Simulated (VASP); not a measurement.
Level of theory: optB88-vdW, VASP's PBE PAW potentials (set 64) (plane waves; VASP 6.6.1).

VASP ran on this input.

INCAR:
```
# general
SYSTEM  =MgB2
PREC    =Accurate
ENCUT   =520
LREAL   =F
LASPH   =T

# electronic loop
EDIFF   =1E-7
NELM    =100
ALGO    =Normal

# smearing
ISMEAR  =1
SIGMA   =0.1

# functional
GGA     =BO
LUSE_VDW=T
AGGAC   =0.0
PARAM1  =0.1833333333
PARAM2  =0.22

# ions
IBRION  =2
NSW     =30
ISIF    =4
EDIFFG  =-0.01

# output
LWAVE   =F
LCHARG  =F
```

### KPOINTS
```
Automatic mesh
0
Gamma
11 11 9
0 0 0
```

POSCAR:
```
MgB2
1.0
  1.5697366894  -2.7188631986   0.0000000000
  1.5697366894   2.7188631986   0.0000000000
  0.0000000000   0.0000000000   3.5506066683
Mg B
1 2
direct
  0.0000000000   0.0000000000   0.0000000000
  0.3333330000   0.6666670000   0.5000000000
  0.6666670000   0.3333330000   0.5000000000
```

POTCAR, in this order: Mg B (PBE.64 set). Program: vasp_std.

Output

### OSZICAR
```
       N       E                     dE             d eps       ncg     rms          rms(c)
DAV:   1     0.964888057947E+01    0.96489E+01   -0.38347E+03  1328   0.832E+02
DAV:   2    -0.137215475506E+02   -0.23370E+02   -0.22376E+02  1888   0.109E+02
DAV:   3    -0.140547654463E+02   -0.33322E+00   -0.33058E+00  1616   0.161E+01
DAV:   4    -0.140554181001E+02   -0.65265E-03   -0.65263E-03  2056   0.655E-01
DAV:   5    -0.140554183160E+02   -0.21594E-06   -0.21649E-06  1576   0.100E-02    0.510E+00
DAV:   6    -0.126612295556E+02    0.13942E+01   -0.23987E+00  1400   0.841E+00    0.250E+00
DAV:   7    -0.124212783096E+02    0.23995E+00   -0.14530E+00  1552   0.645E+00    0.783E-01
DAV:   8    -0.124203788981E+02    0.89941E-03   -0.15944E-01  1432   0.244E+00    0.520E-01
DAV:   9    -0.124120537473E+02    0.83252E-02   -0.32802E-02  1488   0.109E+00    0.613E-02
DAV:  10    -0.124120852576E+02   -0.31510E-04   -0.59703E-04  1840   0.201E-01    0.299E-02
DAV:  11    -0.124120964904E+02   -0.11233E-04   -0.58494E-05  1456   0.584E-02    0.883E-03
DAV:  12    -0.124120921494E+02    0.43410E-05   -0.14337E-05  1608   0.216E-02    0.899E-04
DAV:  13    -0.124120921689E+02   -0.19448E-07   -0.43523E-07  1784   0.537E-03
   1 F= -.12412092E+02 E0= -.12411441E+02  d E =-.124121E+02
       N       E                     dE             d eps       ncg     rms          rms(c)
DAV:   1    -0.124299039877E+02   -0.17812E-01   -0.25246E-01  1800   0.389E+00    0.315E-01
DAV:   2    -0.124244327665E+02    0.54712E-02   -0.13201E-02  1728   0.705E-01    0.101E-01
DAV:   3    -0.124239585207E+02    0.47425E-03   -0.16668E-03  1680   0.230E-01    0.326E-02
DAV:   4    -0.124239364510E+02    0.22070E-04   -0.10195E-04  1744   0.826E-02    0.391E-03
DAV:   5    -0.124239358475E+02    0.60349E-06   -0.15454E-06  1640   0.106E-02    0.155E-03
DAV:   6    -0.124239359553E+02   -0.10780E-06   -0.11794E-07  1424   0.435E-03    0.129E-04
DAV:   7    -0.124239359481E+02    0.71311E-08   -0.10043E-09   824   0.287E-04
   2 F= -.12423936E+02 E0= -.12423868E+02  d E =-.118438E-01
       N       E                     dE             d eps       ncg     rms          rms(c)
DAV:   1    -0.124251792742E+02   -0.12433E-02   -0.19644E-02  1784   0.109E+00    0.915E-02
DAV:   2    -0.124247435130E+02    0.43576E-03   -0.10326E-03  1736   0.197E-01    0.357E-02
DAV:   3    -0.124246922650E+02    0.51248E-04   -0.19936E-04  1640   0.767E-02    0.107E-02
DAV:   4    -0.124246906001E+02    0.16648E-05   -0.98605E-06  1632   0.248E-02    0.140E-03
DAV:   5    -0.124246905140E+02    0.86096E-07   -0.26326E-07  1552   0.350E-03
   3 F= -.12424691E+02 E0= -.12424659E+02  d E =-.125983E-01
```

OUTCAR:
```
------------------------ aborting loop because EDIFF is reached ----------------------------------------
  FORCE on cell =-STRESS in cart. coord.  units (eV):
  Direction    XX          YY          ZZ          XY          YZ          ZX
  --------------------------------------------------------------------------------------
  Total       -1.3971162     -1.3971157     -1.3712032     -0.0000000      0.0000000      0.0000000
  in kB      -73.8578022    -73.8577772    -72.4879275     -0.0000000      0.0000000      0.0000000
  external PRESSURE =     -73.4011690 kB  Pullay stress =       0.0000000 kB
  volume of cell :       30.31
      direct lattice vectors                 reciprocal lattice vectors
     1.556273233 -2.695543853 -0.000000000     0.321280344 -0.185491325 -0.000000000
     1.556273233  2.695543853  0.000000000     0.321280344  0.185491325 -0.000000000
     0.000000000  0.000000000  3.612305567     0.000000000 -0.000000000  0.276831509
 POSITION                                       TOTAL-FORCE (eV/Angst)
 -----------------------------------------------------------------------------------
      0.00000      0.00000     -0.00000         0.000000      0.000000      0.000000
      1.55627      0.89852      1.80615        -0.000000      0.000000      0.000000
      1.55627     -0.89852      1.80615         0.000000     -0.000000      0.000000
 -----------------------------------------------------------------------------------
    total drift:                                0.000000     -0.000000      0.000000
  FREE ENERGIE OF THE ION-ELECTRON SYSTEM (eV)
  ---------------------------------------------------
  free  energy   TOTEN  =       -12.4246905140 eV

  energy  without entropy=      -12.4245961844  energy(sigma->0) =      -12.42465907

 reached required accuracy - stopping structural energy minimisation
```
(Selected blocks of OUTCAR.)

CONTCAR:
```
MgB2
   1.00000000000000
     1.5562732327394411   -2.6955438528078348   -0.0000000000000000
     1.5562732327394411    2.6955438528078348    0.0000000000000000
     0.0000000000000000    0.0000000000000000    3.6123055669666559
  Mg              B
     1     2
Direct
     0.0000000000000000    0.0000000000000000    0.0000000000000000
     0.3333330000000032    0.6666669999999968    0.5000000000000000
     0.6666669999999968    0.3333330000000032    0.5000000000000000
```

The compound is MgB2 in the AlB2 type structure. This cell is one point of a volume scan, at 1.06 of the reference volume. Symmetry was kept, so distortions that lower it aren't found.
